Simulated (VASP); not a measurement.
# FInBr2 in VASP: reference runs

How does FInBr2 come out in PBE? The cell is run as given.

All numbers are computed with VASP 6.6.1; they aren't measurements. Logs are shortened: lines on timing, memory, paths and dates and some standing lists are left out, and cuts for length are marked.

## Step 1: Starting point

The cell holds a molecule in a box, 4 atoms: a = 12.000 Å, b = 13.000 Å, c = 13.000 Å, α = 90.00°, β = 90.00°, γ = 90.00°.

## Step 2: Single point, PBE

Contents of INCAR:

```
SYSTEM = InBr2F
PREC = Accurate
ENCUT = 520
EDIFF = 1E-7
ISMEAR = 0
SIGMA = 0.01
LREAL = .False.
LASPH = .True.
NELM = 100
ALGO = Normal
ISIF = 2
LWAVE = .False.
LCHARG = .False.
GGA = PE
NBANDS = 25
```

Contents of KPOINTS:

```
Automatic mesh
0
Gamma
  1 1 1
  0 0 0
```

Contents of POSCAR:

```
InBr2F
1.0
   12.0000000000      0.0000000000      0.0000000000
    0.0000000000     13.0000000000      0.0000000000
    0.0000000000      0.0000000000     13.0000000000
F In Br
1 1 2
Direct
    0.5525375000      0.6278576900      0.6221653800
    0.5198125000      0.5384653800      0.5075653800
    0.6177625000      0.3753730800      0.5009192300
    0.3844041700      0.5992576900      0.3830653800
```

Potentials or basis: VASP PAW PBE potentials, release 64 (F, In_d, Br).

Run with:

```sh
$ cat potpaw_PBE.64/F/POTCAR potpaw_PBE.64/In_d/POTCAR potpaw_PBE.64/Br/POTCAR > POTCAR
$ mpirun -np 1 vasp_gam > vasp.out
```

OUTCAR:

```text
SYSTEM = InBr2F
   PREC = Accurate
   ENCUT = 520
   EDIFF = 1E-7
   ISMEAR = 0
   LREAL = .False.
   LASPH = .True.
   NELM = 100
   ISIF = 2
   GGA = PE

 ion  position               nearest neighbor table
   1  0.553  0.628  0.622-   2 1.93
   2  0.520  0.538  0.508-   1 1.93   3 2.43   4 2.43
   3  0.618  0.375  0.501-   2 2.43
   4  0.384  0.599  0.383-   2 2.43

  LATTYP: Found a simple tetragonal cell.
 ALAT       =    13.0000000000
 C/A-ratio  =     0.9230769231

  Lattice vectors:

 A1 = (   0.0000000000,  13.0000000000,   0.0000000000)
 A2 = (   0.0000000000,   0.0000000000,  13.0000000000)
 A3 = (  12.0000000000,   0.0000000000,   0.0000000000)

Analysis of symmetry for initial positions (statically):
=====================================================================
 Subroutine PRICEL returns:
 Original cell was already a primitive cell.

 Routine SETGRP: Setting up the symmetry group for a
 simple tetragonal supercell.

 Subroutine GETGRP returns: Found  1 space group operations
 (whereof  1 operations were pure point group operations)
 out of a pool of 16 trial point group operations.

The static configuration has the point symmetry C_1 .

Analysis of symmetry for dynamics (positions and initial velocities):
=====================================================================
 Subroutine PRICEL returns:
 Original cell was already a primitive cell.

 Routine SETGRP: Setting up the symmetry group for a
 simple tetragonal supercell.

 Subroutine GETGRP returns: Found  1 space group operations
 (whereof  1 operations were pure point group operations)
 out of a pool of 16 trial point group operations.

The dynamic configuration has the point symmetry C_1 .

 Subroutine INISYM returns: Found  1 space group operations
 (whereof  1 operations are pure point group operations),
 and found     1 'primitive' translations

----------------------------------------------------------------------------------------

                                     Primitive cell

  volume of cell :    2028.0000

  direct lattice vectors                    reciprocal lattice vectors
    12.000000000  0.000000000  0.000000000     0.083333333  0.000000000  0.000000000
     0.000000000 13.000000000  0.000000000     0.000000000  0.076923077  0.000000000
     0.000000000  0.000000000 13.000000000     0.000000000  0.000000000  0.076923077

  length of vectors
    12.000000000 13.000000000 13.000000000     0.083333333  0.076923077  0.076923077

  position of ions in fractional coordinates (direct lattice)
     0.552537500  0.627857690  0.622165380
     0.519812500  0.538465380  0.507565380
     0.617762500  0.375373080  0.500919230
     0.384404170  0.599257690  0.383065380

  ion indices of the primitive-cell ions
   primitive index   ion index
                 1           1
                 2           2
                 3           3
                 4           4

----------------------------------------------------------------------------------------

 KPOINTS: Automatic mesh

Automatic generation of k-mesh.
 Grid dimensions read from file:
 generate k-points for:    1    1    1

 Generating k-lattice:

  Cartesian coordinates                     Fractional coordinates (reciprocal lattice)
     0.083333333  0.000000000  0.000000000     1.000000000  0.000000000  0.000000000
     0.000000000  0.076923077  0.000000000     0.000000000  1.000000000  0.000000000
     0.000000000  0.000000000  0.076923077     0.000000000  0.000000000  1.000000000

  Length of vectors
     0.083333333  0.076923077  0.076923077

  Shift w.r.t. Gamma in fractional coordinates (k-lattice)
     0.000000000  0.000000000  0.000000000

 Subroutine IBZKPT returns following result:
 ===========================================

 Found      1 irreducible k-points:

 Following reciprocal coordinates:
            Coordinates               Weight
  0.000000  0.000000  0.000000      1.000000
   k-points           NKPTS =      1   k-points in BZ     NKDIM =      1   number of bands    NBANDS=     25
   number of dos      NEDOS =    301   number of ions     NIONS =      4
   total plane-waves  NPLWV = 864360
   dimension x,y,z NGX =    90 NGY =   98 NGZ =   98
   dimension x,y,z NGXF=   180 NGYF=  196 NGZF=  196
   ions per type =               1   1   2
   NGX,Y,Z   is equivalent  to a cutoff of  12.47, 12.53, 12.53 a.u.
   NGXF,Y,Z  is equivalent  to a cutoff of  24.94, 25.06, 25.06 a.u.
 SYSTEM =  InBr2F
   PREC   = accura    normal or accurate (medium, high low for compatibility)
   ISTART =      0    job   : 0-new  1-cont  2-samecut
   ICHARG =      2    charge: 1-file 2-atom 10-const
   ISPIN  =      1    spin polarized calculation?
   LNONCOLLINEAR =      F non collinear calculations
   LSORBIT =      F    spin-orbit coupling
   LASPH  =      T    aspherical Exc in radial PAW
   ENCUT  =  520.0 eV  38.22 Ry    6.18 a.u.  22.31 24.17 24.17*2*pi/ulx,y,z
   NELM   =    100;   NELMIN=  2; NELMDL= -5     # of ELM steps
   EDIFF  = 0.1E-06   stopping-criterion for ELM
   LREAL  =      F    real-space projection
   EDIFFG = 0.1E-05   stopping-criterion for IOM
   NSW    =      0    number of steps for IOM
   IBRION =     -1    ionic relax: 0-MD 1-quasi-New 2-CG
   NFREE  =      0    steps in history (QN), initial steepest desc. (CG)
   ISIF   =      2    stress and relaxation
   ISYM   =      2    0-nonsym 1-usesym 2-fastsym
   POTIM  = 0.5000    time-step for ionic-motion
   TEBEG  =    0.0;   TEEND  =   0.0 temperature during run
   PSTRESS=    0.0 pullay stress
   NELECT =      34.0000    total number of electrons
   NUPDOWN=      -1.0000    fix difference up-down
   EMIN   =  10.00;   EMAX   =-10.00  energy-range for DOS
   EFERMI =   0.00;   METHOD = LEGACY
   ISMEAR =     0;   SIGMA  =   0.01  broadening in eV -4-tet -1-fermi 0-gaus
   EFERMI_NEDOS =   21; number of points for ismear=-14 and -15
   IALGO  =     38    algorithm
   IMIX   =      4    mixing-type and parameters
     AMIX     =   0.40;   BMIX     =  1.00
     AMIX_MAG =   1.60;   BMIX_MAG =  1.00
  volume/ion in A,a.u.               =     507.00      3421.40
  Fermi-wavevector in a.u.,A,eV,Ry     =   0.418998  0.791791  2.388628  0.175559
  Thomas-Fermi vector in A             =   1.380257
   LORBIT       =      0    0 simple, 1 ext, 2 COOP (PROOUT), +10 PAW based schemes
   GGA     = PE    functional components
   LHFCALC =     F    Hartree Fock is set to
   AEXX    =    0.0000 exact exchange contribution
   IVDW    =     0    specifies the selected vdW correction
   LEPSILON=     F    determine dielectric tensor
   LRPA    =     F    only Hartree local field effects (RPA)
 non-spin polarized calculation
 Gauss-broadening in eV      SIGMA  =   0.01
  energy-cutoff  :      520.00
  volume of cell :     2028.00
 maximum number of plane-waves:     27285
 NGX is ok and might be reduce to    90
   NGX = 45   NGY = 49   NGZ = 49

 number of electron      33.9999976 magnetization

 Free energy of the ion-electron system (eV)
  ---------------------------------------------------
  ext. energy  EPLUGINS =         0.00000000
  ---------------------------------------------------
  free energy    TOTEN  =       -11.91984571 eV

  energy without entropy =      -11.91984571  energy(sigma->0) =      -11.91984571

 E-fermi :  -7.1973     XC(G=0):  -0.8800

 val. band max:       -7.2605814176   @ k =   0.0000   0.0000   0.0000
 cond. band min:      -3.5104264310   @ k =   0.0000   0.0000   0.0000
 fundamental gap:      3.7501549866
 Fermi energy:        -7.1973361548

 k-point     1 :       0.0000    0.0000    0.0000
  band No.  band energies     occupation
      1     -27.8230      2.00000
      2     -20.8652      2.00000
      3     -20.6971      2.00000
      4     -20.1513      2.00000
      5     -20.0811      2.00000
      6     -19.9162      2.00000
      7     -19.2518      2.00000
      8     -19.1402      2.00000
      9     -11.1615      2.00000
     10      -9.1675      2.00000
     11      -9.0654      2.00000
     12      -8.7279      2.00000
     13      -8.1711      2.00000
     14      -7.6365      2.00000
     15      -7.3847      2.00000
     16      -7.3719      2.00000
     17      -7.2606      2.00000
     18      -3.5104      0.00000
     19      -2.0848      0.00000
     20      -0.1288      0.00000
     21       0.0693      0.00000
     22       0.1590      0.00000
     23       0.7954      0.00000
     24       0.8641      0.00000
     25       0.9336      0.00000

------------------------ aborting loop because EDIFF is reached ----------------------------------------

  FORCE on cell =-STRESS in cart. coord.  units (eV):
  Direction    XX          YY          ZZ          XY          YZ          ZX
  --------------------------------------------------------------------------------------
  -------------------------------------------------------------------------------------
  Total        0.5392862      1.1398170      1.1399013     -0.3260847      0.5196059      0.5608617
  in kB        0.4260514      0.9004877      0.9005543     -0.2576161      0.4105033      0.4430966
  external PRESSURE =       0.7423644 kB  Pullay stress =       0.0000000 kB

 VOLUME and BASIS-vectors are now :
 -----------------------------------------------------------------------------
  energy-cutoff  :      520.00
  volume of cell :     2028.00
      direct lattice vectors                 reciprocal lattice vectors
    12.000000000  0.000000000  0.000000000     0.083333333  0.000000000  0.000000000
     0.000000000 13.000000000  0.000000000     0.000000000  0.076923077  0.000000000
     0.000000000  0.000000000 13.000000000     0.000000000  0.000000000  0.076923077

 POSITION                                       TOTAL-FORCE (eV/Angst)
 -----------------------------------------------------------------------------------
      6.63045      8.16215      8.08815         0.152932      0.451162      0.577612
      6.23775      7.00005      6.59835        -0.095833     -0.282899     -0.362765
      7.41315      4.87985      6.51195         0.157607     -0.277336     -0.005653
      4.61285      7.79035      4.97985        -0.214706      0.109073     -0.209194
 -----------------------------------------------------------------------------------
    total drift:                                0.001715      0.000708     -0.000270

  FREE ENERGIE OF THE ION-ELECTRON SYSTEM (eV)
  ---------------------------------------------------
  free  energy   TOTEN  =       -11.9198457104 eV

  energy  without entropy=      -11.9198457104  energy(sigma->0) =      -11.91984571
```

It took 2.2 min on 1 thread of Intel Xeon 6975P-C (Granite Rapids), shared host; peak memory 1.5 GiB.

What came out:

```yaml
Free_energy: -11.9198 eV
Largest_force: 0.749 eV/Å
Gap_between_the_frontier_levels: 3.75 eV
```

Forces on the atoms (eV/Å):
```
F    0.153  0.451  0.578
In  -0.096 -0.283 -0.363
Br   0.158 -0.277 -0.006
Br  -0.215  0.109 -0.209
```

Caveat: spin-orbit coupling is left out, which moves the levels of the heavy elements. PBE gaps usually lie below the measured ones, often by a third to a half.
